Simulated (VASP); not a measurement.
An input for Quantum ESPRESSO's pw.x (written as the equivalent of a VASP run, and not itself run):

```
&CONTROL
  calculation = 'vc-relax'
  pseudo_dir = './pseudo'
  outdir = './out'
  tprnfor = .true.
  tstress = .true.
  nstep = 60
  forc_conv_thr = 0.00078
/
&SYSTEM
  ibrav = 0
  nat = 8
  ntyp = 3
  ecutwfc = 86
  occupations = 'smearing'
  smearing = 'gaussian'
  degauss = 0.003675
  input_dft = 'pbe'
/
&ELECTRONS
  conv_thr = 7.3e-08
  electron_maxstep = 100
/
&IONS
/
&CELL
/
ATOMIC_SPECIES
  Pb 207.200 Pb.upf
  Se 78.971 Se.upf
  S 32.060 S.upf
CELL_PARAMETERS angstrom
     6.1434037   -0.0000000    0.0000000
    -0.0000000    6.1434037   -0.0000000
     0.0000000    0.0000000    6.1434037
ATOMIC_POSITIONS crystal
  Pb   0.0000000  0.0000000  0.0000000
  Pb   0.5000000  0.5000000  0.0000000
  Pb   0.5000000  0.0000000  0.5000000
  Pb   0.0000000  0.5000000  0.5000000
  Se   0.5000000  0.5000000  0.5000000
  Se   0.0000000  0.0000000  0.5000000
  Se   0.0000000  0.5000000  0.0000000
  S    0.5000000  0.0000000  0.0000000
K_POINTS automatic
  4 4 4 0 0 0
```

Problem. Translate this input to VASP (INCAR, KPOINTS, POSCAR, choice of POTCAR).

Solution. One answer among several that fit: 
**INCAR**
```
SYSTEM = Pb4SSe3
PREC = Accurate
ENCUT = 400
EDIFF = 1E-6
NELM = 100
ALGO = Normal
LREAL = .FALSE.
LASPH = .TRUE.
ISMEAR = 0
SIGMA = 0.05
GGA = PE
LMAXMIX = 4
LWAVE = .FALSE.
LCHARG = .FALSE.
IBRION = 2
ISIF = 3
NSW = 60
EDIFFG = -0.02
```

**POSCAR**
```
Pb4SSe3
1.0
  6.1434036696   0.0000000000   0.0000000000
  0.0000000000   6.1434036696   0.0000000000
  0.0000000000   0.0000000000   6.1434036696
Pb Se S
4 3 1
Cartesian
  0.0000000000   0.0000000000   0.0000000000
  3.0717018348   3.0717018348   0.0000000000
  3.0717018348   0.0000000000   3.0717018348
  0.0000000000   3.0717018348   3.0717018348
  3.0717018348   3.0717018348   3.0717018348
  0.0000000000   0.0000000000   3.0717018348
  0.0000000000   3.0717018348   0.0000000000
  3.0717018348   0.0000000000   0.0000000000
```

**KPOINTS**
```
Automatic
0
Gamma
 4 4 4
```

POTCAR, in this order: Pb_d Se S (PBE.64 set). Program: vasp_std.

Limits of the translation: the potentials are each code's own (VASP's PAW set, PseudoDojo norm-conserving files in pw.x), so ENCUT and ecutwfc are chosen apart and not converted; conv_thr bounds pw.x's estimated SCF error, while EDIFF bounds the energy change between steps; forc_conv_thr acts on force components and is met together with etot_conv_thr.

The structure was generated: Pb4SSe3 was put into an ordered model structure (Pm-3m), which need not be its known phase. This run relaxes it. Symmetry was kept, so distortions that lower it aren't found. The start is the result of an earlier pass.
